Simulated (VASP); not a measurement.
# MgCdSe2: structure and properties in VASP, part 2 of 2

What structure does MgCdSe2 take at this level, and what are its properties? The cell is invented: it takes the structure of COD entry 9008673, MgSe (space group 225 there), with some of its atoms replaced by other elements, volume scaled by an estimate. It may not be a known or stable phase.

VASP 6.6.1, plane waves and PAW; the level of theory is named at each step.

So far, gap on the k-mesh (eV): step 2 (rough relaxation of the start cell) 1.04; step 3 (relaxing cell and atoms (PW91)) 0.795; step 4 (density, ELF and potential (PW91)) 0.794; step 6 (density of states (PW91)) 0.587. The relaxed cell has a = 3.981, c = 19.466 Å (conventional setting).

**7. Bands along the symmetry lines (PW91 + SOC)**

This step: PW91, spin-orbit coupling; plane waves and PAW (Cd, Se, Mg); invented cell (VASP 6.6.1).

The mesh alone shows little of the dispersion and can miss band extrema, so KPOINTS_OPT adds a path through the symmetry points after the self-consistent cycle. Spin-orbit coupling needs spinors and the noncollinear program, where each band holds one electron.

File INCAR:

```
SYSTEM = MgCdSe2
PREC = Accurate
ENCUT = 400
EDIFF = 1E-06
NELM = 100
ISMEAR = -1
SIGMA = 0.05
LREAL = .FALSE.
ALGO = Normal
GGA = 91
LNONCOLLINEAR = .TRUE.
MAGMOM = 0 0 0 0 0 0 0 0 0 0 0 0
NBANDS = 38
GGA_COMPAT = .FALSE.
LASPH = .TRUE.
LSORBIT = .TRUE.
LORBIT = 11
LWAVE = .FALSE.
LCHARG = .FALSE.
KPAR = 2
```

File POSCAR:

```
MgCdSe2
1.0
    1.9907338473      1.1493510012      6.4887012408
   -1.9907338473      1.1493510012      6.4887012408
    0.0000000000     -2.2987009961      6.4887012404
Cd Se Mg
1 2 1
Direct
    0.0000000000      0.0000000000      0.0000000000
    0.7537857083      0.7537857083      0.7537857083
    0.2462142917      0.2462142917      0.2462142917
    0.5000000000      0.5000000000      0.5000000000
```

File KPOINTS:

```
Automatic mesh
0
Gamma
5 5 5
0 0 0
```

File KPOINTS_OPT:

```
Line mode
16
Line-mode
Reciprocal
  0.00000000   0.00000000   0.00000000 GAMMA
  0.50000000   0.00000000   0.00000000 L

  0.50000000   0.00000000   0.00000000 L
  0.50000000   0.18758361  -0.18758361 B1

  0.81241639   0.50000000   0.18758361 B
  0.50000000   0.50000000   0.50000000 Z

  0.50000000   0.50000000   0.50000000 Z
  0.00000000   0.00000000   0.00000000 GAMMA

  0.00000000   0.00000000   0.00000000 GAMMA
  0.34379181   0.00000000  -0.34379181 X

  0.65620819   0.34379181   0.00000000 Q
  0.50000000   0.50000000   0.00000000 F

  0.50000000   0.50000000   0.00000000 F
  0.65620819   0.65620819   0.18758361 P1

  0.65620819   0.65620819   0.18758361 P1
  0.50000000   0.50000000   0.50000000 Z

  0.50000000   0.00000000   0.00000000 L
  0.81241639   0.34379181   0.34379181 P
```

Potentials, in the order of the species: Cd, Se and Mg (PBE family, release 64).

The run is started by

```bash
$ mpirun -np 2 vasp_ncl
```

Elapsed: 8.1 min, on 2 MPI ranks of Intel Xeon 6975P-C (Granite Rapids), shared host; peak memory 1.6 GiB; 16 min of CPU time.

LASPH is switched on together with spin-orbit coupling, so the change from the scalar run holds both.

Numbers from this step:

| Quantity | Value |
| --- | --- |
| bands | 38 |
| irreducible k-points | 19 |
| free energy (TOTEN) | -12.78 eV |
| Fermi energy | 3.073 eV |
| pressure | 0.03338 GPa |
| least gap on mesh and path | 0.4638 eV |
| least direct gap on mesh and path | 0.6764 eV |
| valence top at k | 0.5, 0.5, 0.5 |

On-site spin-orbit energy by atom:

```tsv
atom	on-site spin-orbit energy (eV)
Cd1	-0.0532
Se2	-0.0383
Se3	-0.0383
Mg4	-0.0001
```

Electronic bands along the path, in eV, zero at the valence-band top; v1 is the highest filled band, c1 the lowest empty one:

```tsv
point	v4	v3	v2	v1	c1	c2	c3	c4
Γ	-0.24	-0.24	-0.24	-0.24	1.08	1.08	3.33	3.33
0.47 of the way	-0.81	-0.81	-0.50	-0.50	2.87	2.87	3.88	3.88
L	-1.39	-1.39	-1.16	-1.16	2.25	2.25	3.01	3.01
0.47 of the way	-1.56	-1.56	-1.51	-1.51	2.93	2.93	4.21	4.21
B1	-1.31	-1.31	-1.23	-1.23	2.30	2.30	3.50	3.50
jump to B	-1.31	-1.31	-1.23	-1.23	2.30	2.30	3.50	3.50
0.53 of the way	-0.99	-0.99	-0.67	-0.67	2.83	2.83	4.23	4.23
Z	-0.25	-0.25	0.00	0.00	3.29	3.29	3.37	3.37
0.53 of the way	-0.34	-0.34	-0.09	-0.09	2.18	2.18	3.41	3.41
Γ	-0.24	-0.24	-0.24	-0.24	1.08	1.08	3.33	3.33
0.53 of the way	-1.53	-1.53	-0.11	-0.11	3.19	3.19	4.56	4.56
X	-1.52	-1.52	-1.14	-1.14	2.29	2.29	3.94	3.94
jump to Q	-1.52	-1.52	-1.14	-1.14	2.29	2.29	3.94	3.94
0.47 of the way	-1.29	-1.29	-0.64	-0.64	1.33	1.33	4.23	4.23
F	-0.46	-0.46	-0.21	-0.21	0.46	0.46	3.30	3.30
0.53 of the way	-0.55	-0.55	-0.31	-0.31	0.57	0.57	3.47	3.47
P1	-0.85	-0.85	-0.46	-0.46	0.82	0.82	3.78	3.78
0.47 of the way	-1.25	-1.25	-0.25	-0.25	2.40	2.40	4.54	4.54
Z	-0.25	-0.25	0.00	0.00	3.29	3.29	3.37	3.37
jump to L	-1.39	-1.39	-1.16	-1.16	2.25	2.25	3.01	3.01
0.53 of the way	-1.49	-1.49	-0.81	-0.81	1.57	1.57	3.62	3.62
P	-0.85	-0.85	-0.46	-0.46	0.82	0.82	3.78	3.78
```

Of the projections kept (Cd, Se, Mg), the largest for each band there; the rest of the weight can lie on other orbitals:

```tsv
point	v4	v3	v2	v1	c1	c2	c3	c4
Γ	Se 0.95	Se 0.95	Se 0.95	Se 0.95	Se 0.50	Se 0.50	Se 0.58	Se 0.58
L	Se 0.90	Se 0.90	Se 0.87	Se 0.87	Cd 0.56	Cd 0.56	Mg 0.45	Mg 0.45
B1	Se 0.86	Se 0.86	Se 0.84	Se 0.84	Cd 0.56	Cd 0.56	Mg 0.37	Mg 0.37
B	Se 0.86	Se 0.86	Se 0.84	Se 0.84	Cd 0.56	Cd 0.56	Mg 0.37	Mg 0.37
Z	Se 0.91	Se 0.91	Se 0.91	Se 0.91	Se 0.63	Se 0.63	Se 0.57	Se 0.57
Γ	Se 0.95	Se 0.95	Se 0.95	Se 0.95	Se 0.50	Se 0.50	Se 0.58	Se 0.58
```

The gap moves by -0.10 eV against PW91, which ran on another mesh.

**8. Optical spectrum (PW91)**

This step: PW91; plane waves and PAW (Cd, Se, Mg); invented cell (VASP 6.6.1).

LOPTICS sums transitions from filled to empty bands. The mesh is finer than in the run before. NBANDS is raised for it.

File INCAR:

```
SYSTEM = MgCdSe2
PREC = Accurate
ENCUT = 400
EDIFF = 1E-06
NELM = 100
ISMEAR = -1
SIGMA = 0.05
LREAL = .FALSE.
ALGO = Normal
GGA = 91
NBANDS = 45
LORBIT = 11
LWAVE = .FALSE.
LCHARG = .FALSE.
KPAR = 2
LOPTICS = .TRUE.
NEDOS = 1500
CSHIFT = 0.1
```

POSCAR is that of step 7.

File KPOINTS:

```
Automatic mesh
0
Gamma
10 10 10
0 0 0
```

The run is started by

```bash
$ mpirun -np 2 vasp_std
```

The job ended after 3.1 min (2 MPI ranks; peak memory 1.5 GiB; 6.1 min of CPU time).

With so small a gap the low-energy part of the spectrum hangs on the few k-points near the gap and is not converged. These are independent-particle spectra without excitons or local fields, and fine structure depends on the mesh and on CSHIFT.

This step gave:

```
SCF cycles                     : 12
bands                          : 45
irreducible k-points           : 116
free energy (TOTEN)            : -12.74 eV
Fermi energy                   : 2.889 eV
pressure                       : -0.02816 GPa
valence top at k               : 0.5, 0.5, 0.4
gap on the k-mesh              : 0.5866 eV
least direct gap on the k-mesh : 0.7763 eV
```

Imaginary dielectric function against photon energy; read off at these points:

```tsv
photon energy (eV)	xx	zz
0.0	0	0
1.0	0.204	0.203
2.0	1.21	1.62
3.0	6.31	8.91
3.6	13.7	13.1
4.0	12.8	12.2
4.2	14.1	13.9
4.7	13.7	15.0
5.0	10.1	11.0
6.0	7.61	7.45
7.0	6.72	7.24
8.0	4.50	4.23
9.0	2.81	3.17
10.0	1.78	1.86
11.0	1.14	1.14
12.0	0.999	0.989
13.0	0.712	0.700
14.0	0.747	0.681
15.0	0.627	0.595
16.0	0.526	0.501
17.0	0.402	0.404
18.0	0.385	0.410
19.0	0.376	0.400
20.0	0.265	0.263
21.0	0.254	0.253
22.0	0.263	0.299
23.0	0.234	0.252
24.0	0.201	0.239
```

Table of real dielectric function by photon energy:

```tsv
photon energy (eV)	xx	zz
0	9.29	9.46
1	10.0	10.2
2	11.7	13.1
3	13.1	13.0
4	7.42	7.77
5	-1.81	-2.19
6	-1.40	-0.746
7	-0.871	-1.31
8	-2.77	-2.55
9	-2.55	-2.42
10	-1.89	-2.05
11	-1.39	-1.23
12	-0.808	-0.754
13	-0.416	-0.416
14	-0.295	-0.314
15	-0.208	-0.233
16	-0.0792	-0.0816
17	0.0625	0.101
18	0.215	0.200
19	0.166	0.208
20	0.274	0.287
21	0.369	0.365
22	0.405	0.407
23	0.423	0.425
24	0.451	0.439
```

The mean of ε2 over directions passes 5 % of its top at 1.36 eV, against a least direct gap of 0.78 eV on this mesh, so the first direct transitions are weak, forbidden or few. The indirect gap (0.57 eV in the band run) doesn't show, since phonons are left out.

**9. Results**

| Property | Result |
| --- | --- |
| relaxed volume | 22.27 Å³/atom |
| relaxed conventional cell a, b, c | 3.981, 3.981, 19.466 Å; angles 90.0, 90.0, 120.0° |
| space group after relaxing, within 0.02 Å | R-3m (No. 166) |
| band gap | 0.567 eV, indirect (least direct gap of that run 0.776 eV) |
| gap among the points of the DOS mesh alone, an upper bound | 0.587 eV |
| band gap (PW91 + SOC) | 0.464 eV, indirect (least direct gap of that run 0.676 eV) |
| strongest peak of ε2, mean over directions | 4.66 eV |

In words: With PW91, MgCdSe2 relaxes to 22.27 Å³/atom in space group R-3m (held by the symmetry of the run) and has an indirect gap of 0.567 eV. Bands along the symmetry lines (PW91): On this path the gap is indirect, 0.57 eV, with the valence top between Γ and X and the conduction bottom at F. The least direct gap is 0.78 eV. Bands along the symmetry lines (PW91 + SOC): The path shows an indirect gap of 0.46 eV (valence top at Z, conduction bottom at F). The least direct gap is 0.68 eV. LASPH was switched on together with spin-orbit coupling, so shifts put down to the coupling hold both changes. Semilocal functionals usually underestimate gaps. No search among competing phases was made. All values are for a static lattice at zero temperature.

[Lines on the potential files, build, host, timing and source positions are cut from VASP's logs without a mark.]

[Logs are printed without paths, hosts, clocks, repeated set-up lines and the standing remarks that a program may print on its own settings, such as how far it seeks lower states.]

[Hosts, paths, dates, database ids (printed as entryN), source tags and the programs' standing remarks are cut or masked in the printed files.]

[A measured line is paired with the nearest computed mode of its activity, which favours agreement.]
